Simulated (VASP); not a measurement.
## Al(111), as cut: electronic structure

Wanted: what it costs to take an electron out of Al(111), held as cut.

Method: LDA; plane waves and PAW (Al), in VASP 6.6.1.

### Step 1. Starting point

The cell holds 7 atoms: 7 Al. Cell: a = 2.864 Å, b = 2.864 Å, c = 32.030 Å, α = 90.0°, β = 90.0°, γ = 60.0°. Vacuum lies along c.

As a file:

```
Al
1.0
     2.86378    0.00000    0.00000
     1.43189    2.48011    0.00000
     0.00000    0.00000   32.02961
Al
7
Direct
  0.00000 0.00000 0.28099
  0.33333 0.33333 0.35399
  0.66667 0.66667 0.42700
  0.00000 0.00000 0.50000
  0.33333 0.33333 0.57300
  0.66667 0.66667 0.64601
  0.00000 0.00000 0.71901
```

### Step 2. Potential and states of the slab

A static run writes the electrostatic potential without exchange and correlation (LVHAR), which is flat in the vacuum and gives the level to count from. The dipole correction cancels the field that unlike faces would set up across the vacuum.

The input, INCAR:

```
SYSTEM = Al
PREC = Normal
ENCUT = 300
EDIFF = 1E-06
NELM = 120
ISMEAR = -1
SIGMA = 0.1
LREAL = .FALSE.
ALGO = Fast
GGA = CA
NBANDS = 28
LORBIT = 11
LWAVE = .FALSE.
LCHARG = .TRUE.
LASPH = .TRUE.
IDIPOL = 3
LDIPOL = .TRUE.
DIPOL = 0.5 0.5 0.5
LVHAR = .TRUE.
LVACPOTAV = .TRUE.
LELF = .TRUE.
NEDOS = 1500
```

The input, POSCAR:

```
Al
1.0
    2.8637824638      0.0000000000      0.0000000000
    1.4318912319      2.4801083646      0.0000000000
    0.0000000000      0.0000000000     32.0296115413
Al
7
Direct
    0.0000000000      0.0000000000      0.2809899829
    0.3333333333      0.3333333333      0.3539933219
    0.6666666667      0.6666666667      0.4269966610
    0.0000000000      0.0000000000      0.5000000000
    0.3333333333      0.3333333333      0.5730033390
    0.6666666667      0.6666666667      0.6460066781
    0.0000000000      0.0000000000      0.7190100171
```

The input, KPOINTS:

```
Automatic mesh
0
Gamma
18 18 1
0 0 0
```

The input, KPOINTS_OPT:

```
Line mode
14
Line-mode
Reciprocal
  0.00000000   0.00000000   0.00000000 GAMMA
  0.00000000  -0.50000000   0.00000000 M

  0.00000000  -0.50000000   0.00000000 M
  0.33333333  -0.33333333   0.00000000 K

  0.33333333  -0.33333333   0.00000000 K
  0.00000000   0.00000000   0.00000000 GAMMA
```

PAW data sets: Al (LDA family, release 64).

On the command line:

```sh
$ mpirun -np 2 vasp_std
```

What it wrote:

```text
[banner, memory and clock lines left out]
running    2 mpi-ranks, on    1 nodes
 distrk:  each k-point on    2 cores,    1 groups
 distr:  one band on    1 cores,    2 groups

 POSCAR found type information on POSCAR Al
 POSCAR found :  1 types and       7 ions
 LDA part: xc-table for (Slater(with rela. corr.)+CA(PZ))
 , standard interpolation
 POSCAR, INCAR and KPOINTS ok, starting setup
 FFT: planning ... GRIDC
 FFT: planning ... GRID_SOFT
 FFT: planning ... GRID
 WAVECAR not read
 entering main loop
       N       E                     dE             d eps       ncg     rms          rms(c)
DAV:   1     0.203031223760E+02    0.20303E+02   -0.46654E+03  2072   0.349E+02
DAV:   2    -0.271082477924E+02   -0.47411E+02   -0.44700E+02  2744   0.815E+01
DAV:   3    -0.291502707324E+02   -0.20420E+01   -0.20030E+01  2712   0.153E+01
DAV:   4    -0.292274709420E+02   -0.77200E-01   -0.77173E-01  3024   0.340E+00
DAV:   5    -0.292289487244E+02   -0.14778E-02   -0.14777E-02  2788   0.437E-01    0.394E+00
RMM:   6    -0.298125370447E+02   -0.58359E+00   -0.21484E-01  2579   0.910E-01    0.338E+00
RMM:   7    -0.286255822058E+02    0.11870E+01   -0.32163E-02  2493   0.420E-01    0.187E+00
RMM:   8    -0.284351597503E+02    0.19042E+00   -0.59515E-02  2446   0.591E-01    0.475E-01
RMM:   9    -0.284229683673E+02    0.12191E-01   -0.90810E-03  2705   0.299E-01    0.241E-01
RMM:  10    -0.284209027971E+02    0.20656E-02   -0.22042E-03  2724   0.166E-01    0.131E-01
RMM:  11    -0.284198865246E+02    0.10163E-02   -0.10884E-03  2794   0.108E-01    0.435E-02
RMM:  12    -0.284200690161E+02   -0.18249E-03   -0.39585E-04  2818   0.618E-02    0.312E-02
RMM:  13    -0.284207637215E+02   -0.69471E-03   -0.33483E-04  2741   0.443E-02    0.401E-02
RMM:  14    -0.284210614228E+02   -0.29770E-03   -0.68145E-05  2748   0.251E-02    0.128E-02
RMM:  15    -0.284212910511E+02   -0.22963E-03   -0.21432E-05  2687   0.145E-02    0.487E-03
RMM:  16    -0.284214747076E+02   -0.18366E-03   -0.15971E-05  2726   0.102E-02    0.494E-03
RMM:  17    -0.284215141271E+02   -0.39420E-04   -0.52186E-06  2536   0.653E-03    0.528E-03
RMM:  18    -0.284215219753E+02   -0.78482E-05   -0.20814E-06  2430   0.405E-03    0.291E-03
RMM:  19    -0.284215376369E+02   -0.15662E-04   -0.77716E-07  2289   0.261E-03    0.889E-04
RMM:  20    -0.284215442774E+02   -0.66405E-05   -0.27009E-07  2181   0.175E-03    0.102E-03
RMM:  21    -0.284215492116E+02   -0.49342E-05   -0.12686E-07  2055   0.120E-03    0.299E-04
RMM:  22    -0.284215501707E+02   -0.95905E-06   -0.37700E-08  1723   0.890E-04
|                                                                             |
|           W    W    AA    RRRRR   N    N  II  N    N   GGGG   !!!           |
|           W    W   A  A   R    R  NN   N  II  NN   N  G    G  !!!           |
|           W    W  A    A  R    R  N N  N  II  N N  N  G       !!!           |
|           W WW W  AAAAAA  RRRRR   N  N N  II  N  N N  G  GGG   !            |
|           WW  WW  A    A  R   R   N   NN  II  N   NN  G    G                |
|           W    W  A    A  R    R  N    N  II  N    N   GGGG   !!!           |
|                                                                             |
|     Did not find any points to average over, which means that no vacuum     |
|     field-free region was found. Please increase the size of  your cell     |
|     in the dimension of the dipole correction to obtain accurate            |
|     workfunction values.                                                    |
|                                                                             |

   1 F= -.28421550E+02 E0= -.28370317E+02  d E =-.102465E+00
 Start KPOINTS_OPT (optional k-point list driver)
k-point batch [1-37\42]
       N       E                     dE             ncg
DAV:   1     0.454873521463E+02   -0.18093E+05     2080
DAV:   2    -0.154911834839E+04   -0.15946E+04     2716
DAV:   3    -0.161610725631E+04   -0.66989E+02     2632
DAV:   4    -0.161813288075E+04   -0.20256E+01     2960
DAV:   5    -0.161816056605E+04   -0.27685E-01     2672
DAV:   6    -0.161816196432E+04   -0.13983E-02     3044
DAV:   7    -0.161816199325E+04   -0.28930E-04     2572
DAV:   8    -0.161816199478E+04   -0.15212E-05     2016
DAV:   9    -0.161816199495E+04   -0.17139E-06     1724
k-point batch [38-42\42]
       N       E                     dE             ncg
DAV:   1     0.177552679085E+05   -0.42141E+03      296
DAV:   2     0.175772751663E+05   -0.17799E+03      348
DAV:   3     0.175715229711E+05   -0.57522E+01      400
DAV:   4     0.175713640611E+05   -0.15891E+00      408
DAV:   5     0.175713609509E+05   -0.31103E-02      388
DAV:   6     0.175713608121E+05   -0.13876E-03      432
DAV:   7     0.175713608092E+05   -0.28764E-05      372
DAV:   8     0.175713608092E+05   -0.23261E-07      320
```

The job ended after 25 s (2 MPI ranks of Intel Xeon 6975P-C (Granite Rapids), shared host; peak memory 0.35 GiB; 48 s of CPU time).

The logs omit lines about the potential files and the build; timing stands in the text.

OUTCAR, selected parts (step 2):

```text
ion  position               nearest neighbor table
   1  0.000  0.000  0.281-   2 2.86   2 2.86   2 2.86
   2  0.333  0.333  0.354-   1 2.86   1 2.86   1 2.86   3 2.86   3 2.86   3 2.86
   3  0.667  0.667  0.427-   4 2.86   4 2.86   4 2.86   2 2.86   2 2.86   2 2.86
   4  0.000  0.000  0.500-   3 2.86   5 2.86   3 2.86   5 2.86   5 2.86   3 2.86
   5  0.333  0.333  0.573-   4 2.86   4 2.86   4 2.86   6 2.86   6 2.86   6 2.86
   6  0.667  0.667  0.646-   7 2.86   7 2.86   7 2.86   5 2.86   5 2.86   5 2.86
   7  0.000  0.000  0.719-   6 2.86   6 2.86   6 2.86

  LATTYP: Found a hexagonal cell.
 ALAT       =     2.8637824638
 C/A-ratio  =    11.1843730960

 Subroutine GETGRP returns: Found 12 space group operations
 (whereof 12 operations were pure point group operations)

The static configuration has the point symmetry D_3d.

 Found     37 irreducible k-points:

   k-points           NKPTS =     37   k-points in BZ     NKDIM =     37   number of bands    NBANDS=     28

   dimension x,y,z NGX =    12 NGY =   12 NGZ =  140
   dimension x,y,z NGXF=    24 NGYF=   24 NGZF=  280

   ENCUT  =  300.0 eV  22.05 Ry    4.70 a.u.   4.04  4.04 45.23*2*pi/ulx,y,z

   NELECT =      21.0000    total number of electrons

 k-points in reciprocal lattice and weights: Automatic mesh
   0.00000000  0.00000000  0.00000000       0.003
   0.05555556 -0.00000000  0.00000000       0.019
   0.11111111 -0.00000000  0.00000000       0.019
   0.16666667 -0.00000000  0.00000000       0.019
   0.22222222  0.00000000  0.00000000       0.019
   0.27777778 -0.00000000  0.00000000       0.019
   0.33333333 -0.00000000  0.00000000       0.019
   0.38888889 -0.00000000  0.00000000       0.019
   0.44444444  0.00000000  0.00000000       0.019
[...]
-0.38888889  0.27777778  0.00000000       0.037
  -0.33333333  0.33333333  0.00000000       0.006

 dipolmoment           0.000000      0.000000     -0.000000 electrons x Angstroem

 average (electrostatic) potential at core
       1 -76.8374       2 -76.7475       3 -76.7482       4 -76.7556       5 -76.7482
       6 -76.7475       7 -76.8374

 E-fermi :   1.9164

 k-point     1 :       0.0000    0.0000    0.0000
  band No.  band energies     occupation
    ...
      6      -4.8590      2.00000
      7      -3.3846      2.00000
      8      -1.8532      2.00000
      9      -0.0676      2.00000
     10       1.7625      1.64670
     11       3.5448      0.00000
     12       5.0103      0.00000
     13       5.8277      0.00000
     14       6.5681      0.00000
     15       6.6026      0.00000
    ...

 k-point     2 :       0.0556   -0.0000    0.0000
  band No.  band energies     occupation
    ...
      6      -4.7866      2.00000
      7      -3.3120      2.00000
      8      -1.7840      2.00000
      9       0.0018      2.00000
     10       1.8310      1.40283
     11       3.6125      0.00000
     12       5.0793      0.00000
     13       5.9001      0.00000
     14       6.6404      0.00000
     15       6.6727      0.00000
    ...

 k-point     3 :       0.1111   -0.0000    0.0000
  band No.  band energies     occupation
    ...
      5      -5.8338      2.00000
      6      -4.5696      2.00000
      7      -3.0949      2.00000
      8      -1.5764      2.00000
      9       0.2094      2.00000
     10       2.0353      0.46704
     11       3.8131      0.00000
     12       5.2824      0.00000
     13       6.1151      0.00000
     14       6.8531      0.00000
    ...

  Total       -3.7565448     -3.7565448     -2.3252102      0.0000000     -0.0000000      0.0000000
  in kB      -26.4567689    -26.4567689    -16.3760989      0.0000000     -0.0000000      0.0000000
  external PRESSURE =     -23.0965456 kB  Pullay stress =       0.0000000 kB

  energy-cutoff  :      300.00
  volume of cell :      227.49
      direct lattice vectors                 reciprocal lattice vectors
     2.863782464  0.000000000  0.000000000     0.349188534 -0.201604094  0.000000000
     1.431891232  2.480108365  0.000000000     0.000000000  0.403208188  0.000000000
     0.000000000  0.000000000 32.029611541     0.000000000  0.000000000  0.031221109

 POSITION                                       TOTAL-FORCE (eV/Angst)
 -----------------------------------------------------------------------------------
      0.00000      0.00000      9.00000         0.000000     -0.000000      0.113721
      1.43189      0.82670     11.33827        -0.000000     -0.000000      0.096141
      2.86378      1.65341     13.67654         0.000000      0.000000     -0.057516
      0.00000      0.00000     16.01481         0.000000     -0.000000      0.000000
      1.43189      0.82670     18.35307        -0.000000     -0.000000      0.057516
      2.86378      1.65341     20.69134         0.000000      0.000000     -0.096141
      0.00000      0.00000     23.02961         0.000000     -0.000000     -0.113721
 -----------------------------------------------------------------------------------
    total drift:                               -0.000000     -0.000000     -0.000000

  FREE ENERGIE OF THE ION-ELECTRON SYSTEM (eV)
  ---------------------------------------------------
  free  energy   TOTEN  =       -28.4215501707 eV

  energy  without entropy=      -28.3190847633  energy(sigma->0) =      -28.37031747

 vacuum level on the upper side and lower side of the slab         6.138         6.138

 total charge
# of ion       s       p       d       tot
------------------------------------------
    1        0.467   0.313   0.000   0.780
    2        0.444   0.348   0.000   0.792
    3        0.443   0.346   0.000   0.790
    4        0.445   0.344   0.000   0.789
    5        0.443   0.346   0.000   0.790
    6        0.444   0.348   0.000   0.792
    7        0.467   0.313   0.000   0.780
--------------------------------------------------
tot          3.153   2.359   0.000   5.512

[... 3 further parts left out ...]
```

This run has no spin polarisation. Its electron count is odd, so without a moment it is a metal by construction.

Numbers from this step:

* electronic cycles: 22
* electrons: 21
* free energy (TOTEN): -28.42 eV
* energy at zero smearing: -28.37 eV
* Fermi energy: 1.916 eV
* labelled metallic, from the levels on this mesh: yes
* DOS at the Fermi level: 3.113 states/eV/cell
* dipole moment: 0, 0, 0 e·Å
* vacuum levels: 6.138, 6.138 eV
* work functions of the upper and lower face: 4.222, 4.222 eV

The electronic bands at the labelled points (eV, zero at the Fermi level; # counts the bands kept):

| point | #9 | #10 | #11 | #12 | #13 | #14 | #15 | #16 |
| --- | --- | --- | --- | --- | --- | --- | --- | --- |
| Γ | -1.98 | -0.15 | 1.63 | 3.09 | 3.91 | 4.66 | 4.68 | 6.14 |
| 0.54 of the way | -0.41 | 1.06 | 1.64 | 2.01 | 2.37 | 3.16 | 3.35 | 4.16 |
| M | -2.48 | -1.95 | -0.97 | -0.86 | 0.44 | 0.58 | 1.76 | 1.96 |
| 0.54 of the way | -1.95 | -1.41 | -0.47 | -0.37 | 0.64 | 0.67 | 0.83 | 1.47 |
| K | -2.18 | -1.53 | -1.53 | -1.52 | -0.59 | -0.59 | 0.36 | 1.05 |
| 0.46 of the way | 0.08 | 1.45 | 1.88 | 2.18 | 2.42 | 2.57 | 2.89 | 2.96 |
| Γ | -1.98 | -0.15 | 1.63 | 3.09 | 3.91 | 4.66 | 4.68 | 6.14 |

The density of states has structure finer than the step of the table below, so its rows give means over 0.5 eV, whole bins alone (the curve runs from -12.0 to 7.95 eV). Peaks (eV: height): total 2.52: 4.24, 4.24: 4.54, 5.15: 5.49, 6.63: 5.81, 7.21: 5.20; Al s -7.78: 0.351, -6.38: 0.402, -5.31: 0.405, -0.86: 0.345, 1.20: 0.354, 2.52: 0.385, 3.83: 0.345; Al p -2.59: 0.471, 2.52: 0.644, 4.24: 0.715, 6.63: 0.956, 7.21: 0.821.

Means over bins of 0.082 eV. Table of density of states by energy, zero at the Fermi level; means over each step; values in states/eV/cell:

| energy (eV) | total | Al s | Al p |
| --- | --- | --- | --- |
| -11.5 | 0.00228 | 5.9e-4 | 0 |
| -11.0 | 0.115 | 0.0309 | 5.5e-4 |
| -10.5 | 0.470 | 0.124 | 0.00547 |
| -10.0 | 0.725 | 0.185 | 0.0149 |
| -9.5 | 0.927 | 0.228 | 0.0274 |
| -9.0 | 1.13 | 0.267 | 0.0435 |
| -8.5 | 1.24 | 0.282 | 0.0586 |
| -8.0 | 1.43 | 0.314 | 0.0805 |
| -7.5 | 1.50 | 0.316 | 0.0963 |
| -7.0 | 1.65 | 0.333 | 0.120 |
| -6.5 | 1.85 | 0.358 | 0.148 |
| -6.0 | 1.84 | 0.340 | 0.161 |
| -5.5 | 2.03 | 0.356 | 0.195 |
| -5.0 | 2.09 | 0.361 | 0.206 |
| -4.5 | 2.30 | 0.369 | 0.252 |
| -4.0 | 2.29 | 0.334 | 0.276 |
| -3.5 | 2.60 | 0.322 | 0.355 |
| -3.0 | 2.53 | 0.268 | 0.379 |
| -2.5 | 2.74 | 0.268 | 0.428 |
| -2.0 | 2.51 | 0.222 | 0.400 |
| -1.5 | 2.87 | 0.283 | 0.436 |
| -1.0 | 2.67 | 0.311 | 0.372 |
| -0.5 | 2.95 | 0.300 | 0.429 |
| 0.0 | 3.16 | 0.300 | 0.467 |
| 0.5 | 3.00 | 0.311 | 0.424 |
| 1.0 | 3.36 | 0.315 | 0.497 |
| 1.5 | 3.30 | 0.327 | 0.483 |
| 2.0 | 3.24 | 0.289 | 0.475 |
| 2.5 | 3.86 | 0.347 | 0.587 |
| 3.0 | 3.50 | 0.296 | 0.542 |
| 3.5 | 3.77 | 0.304 | 0.574 |
| 4.0 | 4.38 | 0.327 | 0.692 |
| 4.5 | 4.06 | 0.260 | 0.625 |
| 5.0 | 5.16 | 0.295 | 0.803 |
| 5.5 | 4.94 | 0.255 | 0.821 |
| 6.0 | 4.97 | 0.217 | 0.812 |
| 6.5 | 5.49 | 0.198 | 0.881 |
| 7.0 | 4.85 | 0.181 | 0.769 |
| 7.5 | 3.82 | 0.138 | 0.645 |

The planar average of the electrostatic potential oscillates, so the rows of the table below give means over windows of 2.29 Å about each position, cut where the curve ends. Its maxima inside the range that stand out by 2 % of the span (Å: eV): 10.2: -0.280, 12.5: -0.280, 14.9: -0.304, 17.2: -0.304, 19.6: -0.280, 21.8: -0.280. Its minima: 9.0: -17.4, 11.3: -17.6, 13.7: -17.4, 16.0: -17.5, 18.3: -17.4, 20.7: -17.6, 23.0: -17.4.

Zero at the Fermi level. Table of planar average of the electrostatic potential by height; means over each step:

| height (Å) | planar average of the electrostatic potential (eV) |
| --- | --- |
| 1.15 | 4.22 |
| 3.44 | 4.22 |
| 5.72 | 4.18 |
| 8.02 | -3.62 |
| 10.30 | -7.51 |
| 12.59 | -7.50 |
| 14.88 | -7.50 |
| 17.18 | -7.50 |
| 19.46 | -7.50 |
| 21.75 | -7.51 |
| 24.04 | -3.35 |
| 26.34 | 4.18 |
| 28.62 | 4.22 |
| 30.91 | 4.22 |

Density of states in the PAW spheres, an atom over height of the layer and energy from the Fermi level.

Ten even steps from '0' (0.055 states/eV) to '9' (0.119 states/eV), each cell a mean:
```
9766679
9877789
9788879
8655568
8655568
8676768
5546455
6555556
6676766
5656565
7556557
5554555
4446444
5443445
4443444
4334334
2211122
3333333
1111111
1111111
0001000
0011100
```
Columns: height of the layer (Å) from 9 to 23; rows upwards: energy from the Fermi level (eV) from -7.9 to 0.5.

Force by atom:

| atom | x (eV/Å) | y (eV/Å) | z (eV/Å) | size |
| --- | --- | --- | --- | --- |
| Al1 | 0.000 | 0.000 | 0.114 | 0.114 |
| Al2 | 0.000 | 0.000 | 0.096 | 0.096 |
| Al3 | 0.000 | 0.000 | -0.058 | 0.058 |
| Al4 | 0.000 | 0.000 | 0.000 | 0.000 |
| Al5 | 0.000 | 0.000 | 0.058 | 0.058 |
| Al6 | 0.000 | 0.000 | -0.096 | 0.096 |
| Al7 | 0.000 | 0.000 | -0.114 | 0.114 |

Electrostatic potential energy in the ca plane at fractional y = 0.000, with atoms of Al within 0.2 Å of it. With pseudopotentials it is smooth inside the atoms' cores, unlike the true potential.

Ten even steps from '0' (-60 eV) to '9' (6 eV), each cell a mean:
```
99999999860005899999999999997200389999999999
99998899985357999889999888998644789999999999
89988889998888998888998888899888899999999999
89987789999999998778898777899999999999999999
89987789998889998778998878899988999999999999
99988889987678998888999888998766899999999999
99999999872026899999999999998411589999999999
99999999850004899999999999997100279999999999
```
Columns run along c (16.0 Å, from fractional 0.38 to 0.88 of the cell; values clipped at the 3rd and 97th percentile), rows up along a (2.9 Å). Atoms in or near the plane, at fractional coordinates: Al at (0.50, 0.00), Al at (0.72, 0.00).

ELF in the ca plane at fractional y = 0.000, with atoms of Al within 0.2 Å of it. It is the smooth field of the valence electrons, not physical close to the nuclei.

Ten even steps from '0' (0.00) to '9' (0.73), each cell a mean:
```
43346888873126888875334678887412798631000000
65567887776557778886556788877657998521000000
87778887678887677887777887766789986310000000
88888776667876667778888877766789975310000000
87788877668887667888778877766789986310000000
76668887777777778887666788777779997420000000
54356888873136888875434678887423798631000000
43346788871015888764324577887301599631000000
```
Columns run along c (16.0 Å, from fractional 0.38 to 0.88 of the cell), rows up along a (2.9 Å). Atoms in or near the plane, at fractional coordinates: Al at (0.50, 0.00), Al at (0.72, 0.00).

Valence density in the ca plane at fractional y = 0.000, with atoms of Al within 0.2 Å of it. It is the smooth field of the valence electrons, not physical close to the nuclei.

Ten even steps from '0' (0.00 e/Å³) to '9' (0.21 e/Å³), each cell a mean:
```
65568888995248998886556788899622663100000000
76789998998789989998767899989988863100000000
98899998889998889999889999988999852100000000
99999998778998789999999999877899742100000000
99999998789998789999999999887899752100000000
87789998899999889998778999988999853100000000
66678998996469989987666899899855763100000000
65567889983038998876556788899601564100000000
```
Columns run along c (16.0 Å, from fractional 0.38 to 0.88 of the cell), rows up along a (2.9 Å). Atoms in or near the plane, at fractional coordinates: Al at (0.50, 0.00), Al at (0.72, 0.00).

Only the dipole across the slab is computed (IDIPOL = 3); zeros along the plane are no results.

The map of layer states is cut here 0.5 eV above the Fermi level, so it leaves out the states above that.

The vacuum level lies 4.22 eV above the Fermi level at the upper face; both faces agree, as the slab has next to no dipole.

The program found no field-free point at its default tolerance, but its printed level agrees with the flat part of the planar average.

On this mesh the fine structure of the density of states is sampling noise, and high empty states may be cut by the number of bands.

### Step 3. Putting the energies together

This step: slab, LDA; plane waves and PAW (VASP 6.6.1).

No new run; the numbers come from the runs before.

### Step 4. Summary of results

```
work function of the slab : 4.22 eV
```

The work function is 4.22 eV at both faces. No atom was relaxed. The cell in the plane was kept as given and was not relaxed here.

[Lines on the potential files, build, host, timing and source positions are cut from VASP's logs without a mark.]

[Logs are printed without paths, hosts, clocks, repeated set-up lines and the standing remarks that a program may print on its own settings, such as how far it seeks lower states.]

[Hosts, paths, dates, database ids (printed as entryN), source tags and the programs' standing remarks are cut or masked in the printed files.]

[In band tables of VASP the shares of atoms and orbitals are scaled to a sum of 1 inside the atoms' spheres.]

[Runs that stopped without an error message from VASP are left out.]
